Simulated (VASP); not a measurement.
VASP runs on Mg$_{2}$Si (space group Fm-3m) share one base input (PBE GGA, plane waves, VASP's PBE PAW potentials (set 64)) and change the settings named in each case.

INCAR:
```
ALGO=Normal
EDIFF=1E-6
ENCUT=300
GGA=PE
ISIF=2
ISMEAR=-1
LASPH=.True.
LCHARG=.False.
LREAL=.False.
LWAVE=.False.
NELM=100
PREC=Accurate
SIGMA=0.01
SYSTEM=Mg2Si
```

**KPOINTS**
```
Regular mesh
0
G
 7 7 7
0 0 0
```

**POSCAR**
```
Mg2Si
4.5863550
  0.0000000000   0.7071068419   0.7071068419
  0.7071068419   0.0000000000   0.7071068419
  0.7071068419   0.7071068419   0.0000000000
Mg Si
2 1
direct
  0.2500000000   0.2500000000   0.2500000000
  0.7500000000   0.7500000000   0.7500000000
  0.0000000000   0.0000000000   0.0000000000
```

POTCAR, in this order: Mg Si (PBE.64 set). Program: vasp_std.

```csv
change,E(σ→0) (eV/atom),pressure (GPa),−TS (eV)
base run,-2.9568,-2.89,0.0000
KPOINTS 1×1×1 Γ-centred mesh,1.0751,6.06,0.0000
KPOINTS 2×2×2 Γ-centred mesh,-2.2853,-1.68,-0.0040
KPOINTS 3×3×3 Γ-centred mesh,-2.7890,-2.90,0.0000
KPOINTS 4×4×4 Γ-centred mesh,-2.9054,-2.96,0.0000
KPOINTS 5×5×5 Γ-centred mesh,-2.9404,…,0.0000
KPOINTS 6×6×6 Γ-centred mesh,-2.9523,-2.91,0.0000
KPOINTS 8×8×8 Γ-centred mesh,-2.9585,-2.88,0.0000
KPOINTS 10×10×10 Γ-centred mesh,-2.9596,-2.87,0.0000
KPOINTS 12×12×12 Γ-centred mesh,-2.9599,-2.87,0.0000
KPOINTS 14×14×14 Γ-centred mesh,-2.9599,-2.87,0.0000
KPOINTS 17×17×17 Γ-centred mesh,-2.9599,-2.87,0.0000
KPOINTS 21×21×21 Γ-centred mesh,-2.9599,-2.87,0.0000
```

Task: Some entries are withheld; supply them.

Result: 
- KPOINTS 5×5×5 Γ-centred mesh, pressure (GPa): -2.93

Energies of different potentials or functionals have different zeros.

Left out are runs that ran out of time, are held back, or changed the cell or the kind of run, fixed moments of cells without a moment, rows past the twelfth, gaps on odd meshes, pressures of charged cells and columns that move by less than the noise.

The structure comes from a computed database's Mg2Si entry; how it stands against other phases isn't given here. The cell was not relaxed at this level, its lattice was scaled by up to 2.5 %.
